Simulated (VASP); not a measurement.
The system is SiClH3, in a box.

```
CELL_PARAMETERS angstrom
12.00000 0.00000 0.00000
0.00000 12.00000 0.00000
0.00000 0.00000 12.00000
ATOMIC_POSITIONS crystal
Si 0.45477 0.46540 0.51008
Cl 0.61730 0.42105 0.54015
H 0.38487 0.42315 0.60258
H 0.41955 0.41504 0.40308
H 0.44821 0.58846 0.50393
```

Base run:

* Program: VASP 6.6.1
* Functional: PBE
* Potentials or basis: VASP PAW PBE potentials, release 64 (Si, Cl, H)
* Cutoff: 520 eV
* k mesh: 1 × 1 × 1
* Occupations: gaussian, width 0.01 eV
* Spin: no spin polarisation

Its results: gap between the frontier levels 6.51 eV; largest force 0.204 eV/Å.

After a change of settings the same cell gave: gap between the frontier levels 7.92 eV; largest force 0.077 eV/Å. Which change was it?
A. further incar settings from ALGO = Normal; EDIFF = 1e-07; NBANDS = 15 to ALGO = Normal; EDIFF = 1e-06
B. functional from PBE to HSE06; dispersion from none to TS
C. further incar settings from ALGO = Normal; EDIFF = 1e-07; NBANDS = 15 to ALGO = Normal; EDIFF = 1e-06; dispersion from none to TS

B.

Caveats: the PAW data sets were made with another functional, which shifts forces and pressure a little (some runs).

Not every run made on this cell is shown here.
